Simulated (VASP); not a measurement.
Here is the system:

```yaml
crystal:
  lattice:
    - [3.58833, 0.00000, 0.00000]
    - [-1.79416, 3.10758, 0.00000]
    - [0.00000, 0.00000, 5.50147]
  atoms:
    - { symbol: Ho, position: [0.33333, 0.66667, 0.25000] }
    - { symbol: Ho, position: [0.66667, 0.33333, 0.75000] }
```

Level of theory: PBE GGA, VASP's PBE PAW potentials (set 64) (plane waves; VASP). Settings: 300 eV cut-off, 11×11×7 Γ-centred mesh, Gaussian smearing of 0.050 eV, potentials Ho.

At this cut-off the stress carries a Pulay error, which pulls relaxed volumes low. The run has a spin-polarised start.

### Question
Give the stress tensor in GPa (positive for a compressed cell).

### Answer

```
1.02  0.00  0.00
0.00  1.02  0.00
0.00  0.00  4.00
```
The pressure is its mean diagonal, 2.01 GPa.

The structure comes from a computed database's Ho entry; how it stands against other phases isn't given here. The cell was not relaxed at this level.
